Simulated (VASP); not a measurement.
Given:

```
CELL_PARAMETERS angstrom
      3.22020     0.00000     0.00000
      0.00000     4.55405     0.00000
      0.00000     0.00000    24.57562
ATOMIC_POSITIONS crystal
  Zr 0.00000 0.00000 0.34208
  Zr 0.50000 0.50000 0.39858
  Zr 0.00000 0.00000 0.46617
  Zr 0.50000 0.50000 0.53383
  Zr 0.00000 0.00000 0.60142
  Zr 0.50000 0.50000 0.65792
  N  0.50000 0.00000 0.40066
  N  0.00000 0.50000 0.33938
  N  0.50000 0.00000 0.53234
  N  0.00000 0.50000 0.46766
  N  0.50000 0.00000 0.66062
  N  0.00000 0.50000 0.59934
```

Method: PBEsol GGA, VASP's PBE PAW potentials (set 64) (plane waves; VASP). Settings: PREC = Normal, 450 eV cut-off, 9×6×1 Γ-centred mesh, first-order Methfessel-Paxton smearing of 0.10 eV, potentials Zr_sv N.

Task: What does the run give for the energy per atom (σ→0), band gap (on the k-mesh) with the smallest direct gap where there is one?

Result: 
| Property | Result |
|---|---|
| band gap (on the k-mesh) | none (metal, semimetal or under 0.01 eV) |
| energy per atom (σ→0) | -10.346 eV/atom |

Only differences to runs with the same potentials and settings are physical.

The cell is a thin slab with vacuum, built from ZrN (rock salt): (110) face.
